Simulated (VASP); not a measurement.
Input for VASP

**POSCAR**
```
PtSe2
1
    1.8710071567    -3.2406797027     0.0000000000
    1.8710071567     3.2406797027    -0.0000000000
    0.0000000000    -0.0000000000     4.7686491661
Pt Se
1 2
Direct
  0.0000000000   0.0000000000   0.0000000000
  0.3333330000   0.6666670000   0.2652078889
  0.6666670000   0.3333330000   0.7347921111
```

### KPOINTS
```
Automatic mesh
0
Gamma
11 11 7
0 0 0
```

### INCAR
```
! general
SYSTEM  = PtSe2
PREC    = Accurate
ENCUT   = 520
LREAL   = .FALSE.
LASPH   = .TRUE.

! electronic loop
EDIFF   = 1E-7
NELM    = 100
ALGO    = Normal
LMAXMIX = 6

! smearing
ISMEAR  = -5

! ions
ISIF    = 2

! output
LWAVE   = .FALSE.
LCHARG  = .TRUE.
LORBIT  = 11
NEDOS   = 601

! other
LEFG    = .TRUE.
```

POTCAR, in this order: Pt Se (LDA.64 set). Program: vasp_std.

**Question.** Write an equivalent input for Ansatz.

**Answer.** One equivalent input (not run):
Ansatz 0.2 input:
```yaml
crystal:
  lattice:
    - [1.8710072, -3.2406797, 0.0000000]
    - [1.8710072, 3.2406797, 0.0000000]
    - [0.0000000, 0.0000000, 4.7686492]
  atoms:
    - { symbol: Pt, position: [0.0000000, 0.0000000, 0.0000000] }
    - { symbol: Se, position: [0.3333330, 0.6666670, 0.2652079] }
    - { symbol: Se, position: [0.6666670, 0.3333330, 0.7347921] }
kpoints:
  mp_grid: { grid: [11, 11, 7] }
hamiltonian:
  xc: lda
  pseudopotentials: { kind: paw }
scf:
  occupations: { method: tetrahedron }
  max_iter: 100
output: { forces: true, stress: true, eigenvalues: true }
```
What does not carry over: each code has its own PAW files, so the cut-off isn't converted (ENCUT is set for VASP's; basis.ecutwfc is left out, and Ansatz then takes the one that its files recommend); Ansatz stops its SCF on the density residual and VASP on the energy change (EDIFF); Ansatz's lda is the Perdew-Wang form, while the LDA potentials of VASP carry Perdew-Zunger's; the field gradients of LEFG aren't asked of the other code.

The compound is PtSe2 in the 1T layered structure. It was relaxed first, which changed the volume by -6 %.
